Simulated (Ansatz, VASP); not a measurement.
# CsCa16H28O30F: VASP beside Ansatz

One calculation is typed for both programs; each brings its own data sets. How far apart do they land? The cell is taken from a series of runs on this material, whose earlier steps may have relaxed, scaled, displaced or heated it; both programs get it as it stands.

Method: plane waves, with VASP 6.6.1 beside it; single point at PBE with D3(BJ), in Ansatz 0.2.0.

## (1) The structure

The cell holds 152 atoms: 32 Ca, 60 O, 56 H, 2 Cs and 2 F. Its edges and angles: a = 9.620 Å, b = 9.620 Å, c = 19.647 Å, α = 90.0°, β = 90.0°, γ = 90.0°. It derives from CaO (CaO(100), 4 layers, 2 x 2 surface cells, a = 4.81 A). The structure's axis is c.

## (2) VASP: single point, PBE with D3(BJ)

A single point gives forces, pressure and levels at one fixed geometry, so differences don't come from the geometry; what else differs is listed under the comparison.

Lines of VASP's logs that name or quote its potential files are left out, and so is its time.

INCAR reads:

```
SYSTEM = CsCa16H28O30F
PREC = Accurate
ENCUT = 600
EDIFF = 1E-06
NELM = 120
ISMEAR = 0
SIGMA = 0.01
LREAL = Auto
ALGO = Normal
GGA = PE
IVDW = 12
NBANDS = 490
LORBIT = 11
LWAVE = .FALSE.
LCHARG = .FALSE.
ISIF = 2
LASPH = .TRUE.
GGA_COMPAT = .FALSE.
EFERMI = MIDGAP
```

POSCAR reads:

```
CsCa16H28O30F
1.0
    9.6200000000      0.0000000000      0.0000000000
    0.0000000000      9.6200000000      0.0000000000
    0.0000000000      0.0000000000     19.6469700000
Ca O H Cs F
32 60 56 2 2
Direct
    0.0000000000      0.0000000000      0.0000000000
    0.0000000000      0.2500000000      0.1224100000
    0.2500000000      0.0000000000      0.1224100000
    0.2500000000      0.2500000000      0.0000000000
    0.0000000000      0.0000000000      0.2448200000
    0.0000000000      0.2500000000      0.3672300000
    0.2500000000      0.0000000000      0.3672300000
    0.2500000000      0.2500000000      0.2448200000
    0.0000000000      0.5000000000      0.0000000000
    0.0000000000      0.7500000000      0.1224100000
    0.2500000000      0.5000000000      0.1224100000
    0.2500000000      0.7500000000      0.0000000000
    0.0000000000      0.5000000000      0.2448200000
    0.0000000000      0.7500000000      0.3672300000
    0.2500000000      0.5000000000      0.3672300000
    0.2500000000      0.7500000000      0.2448200000
    0.5000000000      0.0000000000      0.0000000000
    0.5000000000      0.2500000000      0.1224100000
    0.7500000000      0.0000000000      0.1224100000
    0.7500000000      0.2500000000      0.0000000000
    0.5000000000      0.0000000000      0.2448200000
    0.5000000000      0.2500000000      0.3672300000
    0.7500000000      0.0000000000      0.3672300000
    0.7500000000      0.2500000000      0.2448200000
    0.5000000000      0.5000000000      0.0000000000
    0.5000000000      0.7500000000      0.1224100000
    0.7500000000      0.5000000000      0.1224100000
    0.7500000000      0.7500000000      0.0000000000
    0.5000000000      0.5000000000      0.2448200000
    0.5000000000      0.7500000000      0.3672300000
[... 116 atom lines left out ...]
    0.9934500000      0.9547600000      0.7274000000
    0.9935200000      0.0311300000      0.8016300000
    0.7003900000      0.2415600000      0.5475800000
    0.4120100000      0.7546400000      0.6296300000
    0.2188600000      0.5185500000      0.5255500000
    0.9978400000      0.8981500000      0.5902100000
```

KPOINTS reads:

```
Automatic mesh
0
Gamma
3 3 1
0 0 0
```

Potentials, in the order of the species: Ca_sv, O, H, Cs_sv and F (PBE family, release 64).

Started as:

```bash
export OMP_NUM_THREADS=4
mpirun -np 1 vasp_std
```

Numbers of over 12 decimals in the logs are rounded to 6 here.

Output:

```text
[banner, memory and clock lines left out]
running    1 mpi-ranks, on    1 nodes
[...]
Offloading initialized ...    1 GPUs detected
[...]
LDA part: xc-table for (Slater+PW92), standard interpolation
 POSCAR, INCAR and KPOINTS ok, starting setup
[...]
entering main loop
       N       E                     dE             d eps       ncg     rms          rms(c)
DAV:   1     0.888392514976E+04    0.88839E+04   -0.41573E+05  4900   0.169E+03
DAV:   2     0.115654122136E+03   -0.87683E+04   -0.84370E+04  5628   0.474E+02
DAV:   3    -0.873518907407E+03   -0.98917E+03   -0.98047E+03  6254   0.155E+02
DAV:   4    -0.926513438355E+03   -0.52995E+02   -0.52756E+02  6720   0.329E+01
[...]
DAV:  20    -0.829491015844E+03    0.18691E-05   -0.30197E-05  6392   0.119E-02    0.961E-03
DAV:  21    -0.829491016828E+03   -0.98381E-06   -0.21859E-05  5544   0.760E-03    0.374E-03
DAV:  22    -0.829491017480E+03   -0.65190E-06   -0.27440E-06  4568   0.291E-03
   1 F= -.84897797E+03 E0= -.84897797E+03  d E =0.000000E+00
```

Parts of OUTCAR (step 2):

```text
  FREE ENERGIE OF THE ION-ELECTRON SYSTEM (eV)
  ---------------------------------------------------
  free  energy   TOTEN  =      -848.9779748973 eV

  energy  without entropy=     -848.9779748973  energy(sigma->0) =     -848.97797490
```

The gap is read on the k-mesh alone, so it is an upper bound where the band edges lie off the mesh.

## (3) Ansatz: single point, PBE with D3(BJ)

Ansatz runs on its PAW soft_1 files.

The same cell, functional and mesh now go to Ansatz, which takes its cutoff from its data sets.

input.yaml reads:

```yaml
crystal:
  lattice:
    - [9.62, 0.0, 0.0]
    - [0.0, 9.62, 0.0]
    - [0.0, 0.0, 19.64697]
  atoms:
    - { symbol: Ca, position: [0.0, 0.0, 0.0] }
    - { symbol: O, position: [0.25, 0.0, 0.0] }
    - { symbol: Ca, position: [0.0, 0.25, 0.12241] }
    - { symbol: O, position: [0.25, 0.25, 0.12241] }
    - { symbol: Ca, position: [0.25, 0.0, 0.12241] }
    - { symbol: O, position: [0.0, 0.0, 0.12241] }
    - { symbol: Ca, position: [0.25, 0.25, 0.0] }
    - { symbol: O, position: [0.0, 0.25, 0.0] }
    - { symbol: Ca, position: [0.0, 0.0, 0.24482] }
    - { symbol: O, position: [0.25, 0.0, 0.24482] }
    - { symbol: Ca, position: [0.0, 0.25, 0.36723] }
    - { symbol: O, position: [0.25, 0.25, 0.36723] }
    - { symbol: Ca, position: [0.25, 0.0, 0.36723] }
    - { symbol: O, position: [0.0, 0.0, 0.36723] }
    - { symbol: Ca, position: [0.25, 0.25, 0.24482] }
    - { symbol: O, position: [0.0, 0.25, 0.24482] }
    - { symbol: Ca, position: [0.0, 0.5, 0.0] }
    - { symbol: O, position: [0.25, 0.5, 0.0] }
    - { symbol: Ca, position: [0.0, 0.75, 0.12241] }
    - { symbol: O, position: [0.25, 0.75, 0.12241] }
    - { symbol: Ca, position: [0.25, 0.5, 0.12241] }
    - { symbol: O, position: [0.0, 0.5, 0.12241] }
    - { symbol: Ca, position: [0.25, 0.75, 0.0] }
    - { symbol: O, position: [0.0, 0.75, 0.0] }
    - { symbol: Ca, position: [0.0, 0.5, 0.24482] }
    - { symbol: O, position: [0.25, 0.5, 0.24482] }
    - { symbol: Ca, position: [0.0, 0.75, 0.36723] }
    - { symbol: O, position: [0.25, 0.75, 0.36723] }
    - { symbol: Ca, position: [0.25, 0.5, 0.36723] }
    - { symbol: O, position: [0.0, 0.5, 0.36723] }
[... 116 atom lines left out ...]
    - { symbol: H, position: [0.99345, 0.95476, 0.7274] }
    - { symbol: H, position: [0.99352, 0.03113, 0.80163] }
    - { symbol: Cs, position: [0.70039, 0.24156, 0.54758] }
    - { symbol: Cs, position: [0.41201, 0.75464, 0.62963] }
    - { symbol: F, position: [0.21886, 0.51855, 0.52555] }
    - { symbol: F, position: [0.99784, 0.89815, 0.59021] }
kpoints:
  mp_grid: { grid: [3, 3, 1] }
hamiltonian:
  xc: pbe
  dispersion: d3bj
  pseudopotentials: { kind: paw, azcp: { folder: soft_1 } }
scf:
  occupations: { method: fixed }
output:
  forces: true
  stress: true
  populations: true
  dos:
    method: { smearing: { sigma: 0.08 } }
    de: 0.1
    projected:
      site_lists:
        Ca: [Ca]
        Cs: [Cs]
        F: [F]
        H: [H]
        O: [O]
        solid: [0, 1, 2, 3, 4, 5, 6, 7, 8, 9, 10, 11, 12, 13, 14, 15, 16, 17, 18, 19, 20, 21, 22, 23, 24, 25, 26, 27, 28, 29, 30, 31, 32, 33, 34, 35, 36, 37, 38, 39, 40, 41, 42, 43, 44, 45, 46, 47, 48, 49, 50, 51, 52, 53, 54, 55, 56, 57, 58, 59, 60, 61, 62, 63]
  eigenvalues: true
```

Started as:

```bash
ansatz run input.yaml --threads 32 --pin off --max-ram 143360MiB --backend cuda --events-out ev --progress --plain --runs-dir out
```

Output:

```text
Engine: ansatz 0.2.0, aarch64-unknown-linux-gnu
Pseudopotentials: kind: paw
Pseudopotential: Ca, paw, valence charge 10, recommended cutoff 420 eV (normal), soft_1/Ca.paw.azcp
Pseudopotential: O, paw, valence charge 6, recommended cutoff 420 eV (normal), soft_1/O.paw.azcp
Pseudopotential: H, paw, valence charge 1, recommended cutoff 420 eV (normal), soft_1/H.paw.azcp
Pseudopotential: Cs, paw, valence charge 9, recommended cutoff 420 eV (normal), soft_1/Cs.paw.azcp
Pseudopotential: F, paw, valence charge 7, recommended cutoff 420 eV (normal), soft_1/F.paw.azcp
Functional definition: PBE
  parameter kappa = 0.804
  parameter beta = 0.066725
  exchange = pbe_x(kappa = kappa, mu = beta*pi^2/3)
  correlation = pbe_c(beta = beta)
device memory: the entry about to start is reckoned to put 35.3 GiB on a device that reports 182.5 GiB free
GPU FFT provider: cuFFT
GPU libraries: cuBLAS 13.8.1, cuFFT 12.4.0, cuSOLVER 12.3.2
GPU matrix products: emulated (plane waves: as basis.precision tells), large ones in fixed point in workspaces of 1.00 GiB
Crystal: 152 atoms, lattice volume = 1818.217 Å³
Basis set: ecut = 420 eV, 35429 PW (Γ), exchange–correlation on 144×144×270 points (8 copies of the dense FFT grid, shifted against one another)
Bands: 536, of which v1, the nominal top of the filled ones, is band 384 counted from 1 (383 counted from 0)
Symmetry: 1 space group operations
Space group: P1 (ITA 1), of the structure as read, at distance tolerance 1.2e-4 Å
k-points: 5 of 9 (time reversal used)
Non-local potential: Ca, projectors of the file, l = 0: 3, l = 1: 2, l = 2: 2
Non-local potential: O, projectors of the file, l = 0: 2, l = 1: 2, l = 2: 1
Non-local potential: H, projectors of the file, l = 0: 2, l = 1: 1
Non-local potential: Cs, projectors of the file, l = 0: 3, l = 1: 2, l = 2: 2, l = 3: 2
Non-local potential: F, projectors of the file, l = 0: 2, l = 1: 2, l = 2: 1
PAW form: soft (Blöchl's): semilocal exchange-correlation on the pseudo side does not see the compensation charge
PAW one-centre angular grid: Ca, 110 points (default); XC on 64 Gauss nodes
PAW one-centre angular grid: O, 110 points (default); XC on 64 Gauss nodes
PAW one-centre angular grid: H, 110 points (default); XC on 64 Gauss nodes
PAW one-centre angular grid: Cs, 194 points (default); XC on 64 Gauss nodes
PAW one-centre angular grid: F, 110 points (default); XC on 64 Gauss nodes
Initial density: superposition of atomic densities (chi_scale 0.1, normalization cell), built separately for each of the 3 bonded fragments (scf.initial_density.interfragment_charge_transfer: auto; true builds it for the cell as a whole; a typed value also counts as a typed key of the start: scf.initial_density.chi_scale says what that changes, if anything)
Initial wavefunctions: pseudopotential atomic-orbital guess
GPU buffer pool allocated for 699840 grid points (all kernels)
GPU transforms: local potential and band sums: pruned to the plane-wave sphere, on 72×72×135
Functional: x = pbe(κ = 0.804, μ = 0.219515), c = pbe(β = 0.066725)
SCF iter   1: F=—  HF=-111166.234356 eV  |F-HF|=—  |Δ(HF+E_count)|=         —  Δρ=6.61e-1  dr2=1.43e5  ethr=3.10e-3  ⟨swp⟩=34.4  Hψ=53756  notcnv=0  defer=749
preconditioner: auto → Resta (q_TF=auto, 2.363 Å⁻¹)  ε∞=1.9  [insulator: Δε(μ)=0.003 eV  Ē_g=19.833 eV  n_scr=402 (ndim 8)  ℏωp=19.1 eV  f_vac=0.076  ε∞_Penn≈1.9]
SCF iter   2: F=—  HF=-227718.539246 eV  |F-HF|=—  |Δ(HF+E_count)|=    1.17e5  Δρ=1.34e0  dr2=9.36e5  ethr=3.10e-3  ⟨swp⟩=46.0  Hψ=97666  notcnv=171  defer=760  recentre
SCF iter   3: F=—  HF=-112418.043754 eV  |F-HF|=—  |Δ(HF+E_count)|=    1.15e5  Δρ=6.93e-1  dr2=1.01e5  ethr=3.10e-3  ⟨swp⟩=34.2  Hψ=68617  notcnv=0  defer=756
SCF iter   4: F=—  HF=-109315.478254 eV  |F-HF|=—  |Δ(HF+E_count)|=    3.10e3  Δρ=5.87e-1  dr2=8.08e4  ethr=3.10e-3  ⟨swp⟩=36.2  Hψ=52114  notcnv=0  defer=746
SCF iter   5: F=—  HF=-107596.981173 eV  |F-HF|=—  |Δ(HF+E_count)|=    1.72e3  Δρ=3.93e-1  dr2=2.83e4  ethr=3.10e-3  ⟨swp⟩=27.0  Hψ=48609  notcnv=0  defer=748
SCF iter   6: F=—  HF=-106509.216606 eV  |F-HF|=—  |Δ(HF+E_count)|=    1.09e3  Δρ=2.33e-1  dr2=1.21e3  ethr=3.10e-3  ⟨swp⟩=16.6  Hψ=37857  notcnv=0  defer=744
SCF iter   7: F=—  HF=-106456.675939 eV  |F-HF|=—  |Δ(HF+E_count)|=    5.25e1  Δρ=1.88e-1  dr2=2.76e3  ethr=3.10e-3  ⟨swp⟩=26.2  Hψ=23893  notcnv=0  defer=738
SCF iter   8: F=—  HF=-106606.992954 eV  |F-HF|=—  |Δ(HF+E_count)|=    1.50e2  Δρ=2.61e-1  dr2=9.46e3  ethr=3.10e-3  ⟨swp⟩=22.0  Hψ=25228  notcnv=0  defer=749  recentre
SCF iter   9: F=—  HF=-106366.562567 eV  |F-HF|=—  |Δ(HF+E_count)|=    2.40e2  Δρ=1.68e-1  dr2=2.88e3  ethr=3.10e-3  ⟨swp⟩=14.8  Hψ=19482  notcnv=0  defer=749
SCF iter  10: F=—  HF=-106279.574375 eV  |F-HF|=—  |Δ(HF+E_count)|=    8.70e1  Δρ=1.65e-1  dr2=2.87e3  ethr=3.10e-3  ⟨swp⟩=18.0  Hψ=19546  notcnv=0  defer=737
[...]
SCF iter  19: F=—  HF=-106173.350761 eV  |F-HF|=—  |Δ(HF+E_count)|=   5.58e-1  Δρ=4.53e-3  dr2=5.03e-1  ethr=2.94e-4  ⟨swp⟩=5.0  Hψ=3543  notcnv=0  defer=750
SCF iter  20: F=—  HF=-106173.250791 eV  |F-HF|=—  |Δ(HF+E_count)|=   1.00e-1  Δρ=2.63e-3  dr2=1.38e-1  ethr=6.55e-5  ⟨swp⟩=5.6  Hψ=5544  notcnv=0  defer=750
SCF iter  21: F=—  HF=-106173.221976 eV  |F-HF|=—  |Δ(HF+E_count)|=   2.88e-2  Δρ=9.81e-4  dr2=1.74e-2  ethr=1.80e-5  ⟨swp⟩=6.2  Hψ=4083  notcnv=0  defer=750
SCF iter  22: F=—  HF=-106173.219706 eV  |F-HF|=—  |Δ(HF+E_count)|=   2.27e-3  Δρ=5.27e-4  dr2=4.46e-3  ethr=2.27e-6  ⟨swp⟩=4.4  Hψ=4402  notcnv=0  defer=750
SCF iter  23: F=—  HF=-106173.218992 eV  |F-HF|=—  |Δ(HF+E_count)|=   7.15e-4  Δρ=1.96e-4  dr2=5.40e-4  ethr=5.81e-7  ⟨swp⟩=2.4  Hψ=3291  notcnv=0  defer=750
SCF iter  24: F=—  HF=-106173.218986 eV  |F-HF|=—  |Δ(HF+E_count)|=   5.59e-6  Δρ=6.92e-5  dr2=6.77e-5  ethr=7.03e-8  ⟨swp⟩=2.4  Hψ=3405  notcnv=0  defer=750
SCF iter  25: F=—  HF=-106173.221936 eV  |F-HF|=—  |Δ(HF+E_count)|=   2.95e-3  Δρ=3.37e-5  dr2=1.36e-5  ethr=8.81e-9  ⟨swp⟩=2.8  Hψ=4947  notcnv=0  defer=750
SCF iter  26: F=—  HF=-106173.221940 eV  |F-HF|=—  |Δ(HF+E_count)|=   4.27e-6  Δρ=1.54e-5  dr2=3.44e-6  ethr=1.78e-9  ⟨swp⟩=3.0  Hψ=3810  notcnv=0  defer=750
SCF iter  27: F=—  HF=-106173.221942 eV  |F-HF|=—  |Δ(HF+E_count)|=   2.04e-6  Δρ=7.34e-6  dr2=7.69e-7  ethr=4.48e-10  ⟨swp⟩=2.8  Hψ=3143  notcnv=0  defer=750
SCF iter  28: F=-106173.221942 eV  HF=-106173.221942 eV  |F-HF|=1.03e-8  |Δ(HF+E_count)|=   1.23e-7  Δρ=2.28e-6  dr2=7.74e-8  ethr=1.30e-11  ⟨swp⟩=24.0  Hψ=28127  notcnv=0
SCF 1 converged in 28 iterations: F = -106173.221942 eV  dr2 = 7.74e-8
  greatest PAW one-centre occupation: 0.995 electrons in one spin orbital (limit 2), on the Ca atom at site 24 (counted from 0), in its partial waves of l = 0
SCF converged after 28 iterations
Free energy (F): -106173.221942 eV
Harris-Foulkes:  -106173.221942 eV  (|F-HF|=1.03e-8)
Internal energy: -106173.221942 eV  (E = F + TS)
E sigma→0 (E₀):  -106173.221942 eV
Fermi energy:    3.896022 eV
--- Per-component energies (eV) ---
  E_band       = -6557.004173
  E_kinetic    = 19748.257409
  E_local      = -112826.395563  (includes V_loc(G=0)·N_el)
  E_nonlocal   = 6289.102442
  E_hartree    = 48540.512987
  E_xc         = -9445.530379
  E_vxc        = -11736.992712  (∫ρ·V_xc dr)
  E_paw        = -48019.441742  (= ΣΔE_a)
  E_vpaw       = -5111.990363  (= ΣTr[D̂ρ^β])
  E_aug_tail   = -0.003408  (compensation charges beyond the density's cutoff)
  E_ewald      = -10440.226098
  E_disp       = -19.497591  (pairwise vdW)
  E_smearing   = -0.000000  (= −TS)
  E_closure    = 0.000000  (closes the sum)
  Σ components = -106173.221942   (vs F -106173.221942, Δ=0.00e0)
--- Forces (eV/Å), atoms counted from 1 ---
[... 152 lines of forces left out ...]
  max |Σ_I F_I| component: 5.15e-5 eV/Å
--- Stress (GPa, compression-positive) ---
       -2.458970      -0.041031       0.204688
       -0.041031      -2.519819      -0.001172
        0.204688      -0.001172      -1.929463
  P = ⅓ Tr σ = -2.3028 GPa (-23.028 kbar)
--- Band table (eV; the first three rows and the last of 5) ---
--- Löwdin populations: 152 sites ---
  site symbol       q [e]
[... 152 lines, one an atom, left out ...]
  spilling = 0.016156 (of n_electrons = 768.000000)
```

## (4) Comparison

Known differences besides the potentials themselves: fixed occupations in Ansatz, narrow Gaussian smearing in VASP; the cutoff is 420 eV in Ansatz and 600 eV in VASP (PREC = Accurate, projectors in real space). Total energies have different zeros and are not compared.

Both answers:

```tsv
quantity	Ansatz	VASP	difference
pressure (GPa)	-2.30	-2.15	-0.15
gap on the k mesh (eV)	2.688	2.675	+0.013
```

Forces on 10 of the 152 atoms, those with the largest forces and the largest differences (eV/Å; atoms numbered as in POSCAR):

```tsv
atom	Ansatz x, y, z	VASP x, y, z
O70	0.545, -0.555, -1.708	0.568, -0.529, -1.739
O72	0.127, -0.849, 1.250	0.139, -0.869, 1.284
O74	-0.487, -0.136, -1.709	-0.509, -0.123, -1.727
O85	-1.025, -0.168, 2.235	-1.045, -0.169, 2.257
O86	0.086, -0.272, -1.610	0.063, -0.287, -1.627
O91	-0.428, 0.601, 1.349	-0.413, 0.618, 1.358
H107	0.439, 1.990, 0.578	0.396, 2.012, 0.514
H118	0.589, 0.483, 0.324	0.544, 0.441, 0.257
H131	-0.131, 0.548, -0.797	-0.154, 0.482, -0.745
H143	0.130, 0.407, -0.333	0.140, 0.326, -0.293
```

The forces differ by 29 meV/Å r.m.s., which is 5.8 % of the r.m.s. force of 0.493 eV/Å (both taken over all components). A gap on the mesh is an upper bound, since the band edges may lie between its points.

## (5) Results

```json
{
 "r.m.s. force difference (single point, PBE with D3(BJ))": "5.8 % of the r.m.s. force"
}
```

**Reading.** The r.m.s. force difference is 5.8 % of the r.m.s. force (single point, PBE with D3(BJ)), beyond the 3 % picked in this series as the mark of a large difference. What causes the difference of the single point, PBE with D3(BJ) pair stays open here. How closely two codes agree says nothing of how well the functional describes the real material.

[Lines on the potential files, build, host, timing and source positions are cut from VASP's logs without a mark.]

[Logs are printed without paths, hosts, clocks, repeated set-up lines and the standing remarks that a program may print on its own settings, such as how far it seeks lower states.]

[Hosts, paths, dates, database ids (printed as entryN), source tags and the programs' standing remarks are cut or masked in the printed files.]
